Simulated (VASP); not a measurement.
Calculation: PBEsol GGA, VASP's PBE PAW potentials (set 64) (plane waves; VASP).

A VASP calculation is set up with these files.

File POSCAR:
```
NaLiZnS2
1
    3.9212668475     0.0000000000     0.0000000000
   -1.9606334237     3.3959165910     0.0000000000
    0.0000000000     0.0000000000     6.7493649885
Na Li Zn S
1 1 1 2
Direct
  0.0000000000   1.0000000000   0.0254761318
  0.3333330000   0.6666670000   0.3577385125
  0.6666670000   0.3333330000   0.6118823877
  0.3333330000   0.6666670000   0.7339992215
  0.6666670000   0.3333330000   0.2708937466
```

**INCAR**
```
ALGO = Normal
EDIFF = 1E-7
ENCUT = 520
GGA = PS
ISIF = 2
ISMEAR = -5
LASPH = .TRUE.
LCHARG = .TRUE.
LEFG = .TRUE.
LMAXMIX = 4
LORBIT = 11
LREAL = .FALSE.
LWAVE = .FALSE.
NEDOS = 601
NELM = 100
PREC = Accurate
SYSTEM = NaLiZnS2
```

KPOINTS:
```
Automatic
0
G
  7 7 4
0 0 0
```

POTCAR, in this order: Na_pv Li_sv Zn S (PBE.64 set). Program: vasp_std.

The resulting files:

OSZICAR:
```
       N       E                     dE             d eps       ncg     rms          rms(c)
DAV:   1     0.254405582929E+03    0.25441E+03   -0.15585E+04  1176   0.185E+03
DAV:   2     0.945948792412E+01   -0.24495E+03   -0.23777E+03  1269   0.413E+02
DAV:   3    -0.179611860538E+02   -0.27421E+02   -0.27258E+02  1632   0.128E+02
DAV:   4    -0.203175603921E+02   -0.23564E+01   -0.23496E+01  2069   0.283E+01
DAV:   5    -0.204206557600E+02   -0.10310E+00   -0.10300E+00  1688   0.490E+00    0.758E+00
DAV:   6    -0.192433121783E+02    0.11773E+01   -0.26242E+00  1942   0.584E+01    0.621E+00
DAV:   7    -0.191349419846E+02    0.10837E+00   -0.21724E+00  1441   0.946E+00    0.284E+00
DAV:   8    -0.191177305590E+02    0.17211E-01   -0.16217E-01  1479   0.281E+00    0.154E+00
DAV:   9    -0.191093647606E+02    0.83658E-02   -0.22850E-02  1734   0.120E+00    0.292E-01
DAV:  10    -0.191090731969E+02    0.29156E-03   -0.36611E-03  1543   0.406E-01    0.141E-01
DAV:  11    -0.191088818750E+02    0.19132E-03   -0.89831E-04  1731   0.229E-01    0.665E-02
DAV:  12    -0.191088864021E+02   -0.45271E-05   -0.30201E-04  1880   0.134E-01    0.692E-02
DAV:  13    -0.191088970500E+02   -0.10648E-04   -0.10024E-04  1495   0.576E-02    0.170E-02
DAV:  14    -0.191088984223E+02   -0.13723E-05   -0.13979E-05  1672   0.282E-02    0.137E-02
DAV:  15    -0.191088985183E+02   -0.96029E-07   -0.40540E-06  1463   0.142E-02    0.462E-03
DAV:  16    -0.191088983788E+02    0.13953E-06   -0.33360E-07  1430   0.398E-03    0.190E-03
DAV:  17    -0.191088983704E+02    0.83105E-08   -0.18214E-08   923   0.101E-03
   1 F= -.19108898E+02 E0= -.19108898E+02  d E =0.000000E+00
```

OUTCAR:
```
------------------------ aborting loop because EDIFF is reached ----------------------------------------
  FORCE on cell =-STRESS in cart. coord.  units (eV):
  Direction    XX          YY          ZZ          XY          YZ          ZX
  --------------------------------------------------------------------------------------
  Total       -0.0118145     -0.0118145     -0.0541293     -0.0000000      0.0000000      0.0000000
  in kB       -0.2106100     -0.2106100     -0.9649323     -0.0000000      0.0000000      0.0000000
  external PRESSURE =      -0.4620507 kB  Pullay stress =       0.0000000 kB
  volume of cell :       89.88
      direct lattice vectors                 reciprocal lattice vectors
     3.921266848  0.000000000  0.000000000     0.255019625  0.147235654  0.000000000
    -1.960633424  3.395916591  0.000000000     0.000000000  0.294471308  0.000000000
     0.000000000  0.000000000  6.749364988     0.000000000  0.000000000  0.148162087
 POSITION                                       TOTAL-FORCE (eV/Angst)
 -----------------------------------------------------------------------------------
      0.00000      0.00000      0.17195        -0.000000     -0.000000     -0.014323
     -0.00000      2.26395      2.41451         0.000000      0.000000      0.010777
      1.96064      1.13197      4.12982         0.000000     -0.000000     -0.007600
     -0.00000      2.26395      4.95403         0.000000     -0.000000      0.004968
      1.96064      1.13197      1.82836        -0.000000      0.000000      0.006178
 -----------------------------------------------------------------------------------
    total drift:                                0.000163     -0.000093      0.000104
  FREE ENERGIE OF THE ION-ELECTRON SYSTEM (eV)
  ---------------------------------------------------
  free  energy   TOTEN  =       -19.1088983704 eV

  energy  without entropy=      -19.1088983704  energy(sigma->0) =      -19.10889837

 total charge

# of ion       s       p       d       tot
------------------------------------------
    1        0.053   5.986   0.000   6.039
    2        2.028   0.079   0.000   2.106
    3        0.519   0.463   9.796  10.779
    4        1.313   2.396   0.000   3.709
    5        1.307   2.467   0.000   3.774
--------------------------------------------------
tot          5.219  11.392   9.796  26.408

 Electric field gradients after diagonalization (V/A^2)
 (convention: |V_zz| > |V_xx| > |V_yy|)
----------------------------------------------------------------------
 ion       V_xx      V_yy      V_zz     asymmetry (V_yy - V_xx)/ V_zz
----------------------------------------------------------------------
   1       0.768     0.764    -1.533       0.002
   2      -0.449    -0.441     0.890       0.009
   3      14.837    14.821   -29.658       0.001
   4      30.482    30.481   -60.964       0.000
   5     -42.259   -42.258    84.518       0.000
```
(Selected blocks of OUTCAR.)

The structure comes from a computed database's NaLiZnS2 entry (P3m1); how it stands against other phases isn't given here. It was relaxed first.
